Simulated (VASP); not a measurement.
VASP input:

**POSCAR**
```
SiC
1
   -0.0000000000     2.1741164551     2.1741164551
    2.1741164551     0.0000000000     2.1741164551
    2.1741164551     2.1741164551    -0.0000000000
Si C
1 1
Direct
  0.0000000000   0.0000000000   0.0000000000
  0.2500000000   0.2500000000   0.2500000000
```

**INCAR**
```
SYSTEM = SiC
PREC = Accurate; ENCUT = 520; LREAL = .FALSE.
LASPH = .TRUE.
EDIFF = 1E-7; NELM = 100; ALGO = Normal
ISMEAR = -5
GGA = PE; IVDW = 12
ISIF = 2
LWAVE = .FALSE.; LCHARG = .TRUE.; LORBIT = 11
NEDOS = 601
```

### KPOINTS
```
Automatic mesh
0
Gamma
12 12 12
0 0 0
```

POTCAR, in this order: Si C (PBE.64 set). Program: vasp_std.

**Question.** Write an equivalent input for Quantum ESPRESSO's pw.x.

**Answer.** One equivalent input (not run):
```
&CONTROL
  calculation = 'scf'
  pseudo_dir = './pseudo'
  outdir = './out'
  tprnfor = .true.
  tstress = .true.
/
&SYSTEM
  ibrav = 0
  nat = 2
  ntyp = 2
  ecutwfc = 82
  occupations = 'tetrahedra'
  input_dft = 'pbe'
  vdw_corr = 'grimme-d3'
  dftd3_version = 4
  dftd3_threebody = .false.
/
&ELECTRONS
  conv_thr = 7.3e-09
  electron_maxstep = 100
/
ATOMIC_SPECIES
  Si 28.085 Si.upf
  C 12.011 C.upf
CELL_PARAMETERS angstrom
    -0.0000000    2.1741165    2.1741165
     2.1741165    0.0000000    2.1741165
     2.1741165    2.1741165   -0.0000000
ATOMIC_POSITIONS crystal
  Si   0.0000000  0.0000000  0.0000000
  C    0.2500000  0.2500000  0.2500000
K_POINTS automatic
  12 12 12 0 0 0
```
What does not carry over: the potentials are each code's own (VASP's PAW set, PseudoDojo norm-conserving files in pw.x), so ENCUT and ecutwfc are chosen apart and not converted; conv_thr bounds pw.x's estimated SCF error, while EDIFF bounds the energy change between steps.

The compound is SiC in the zinc blende structure. It was relaxed first.
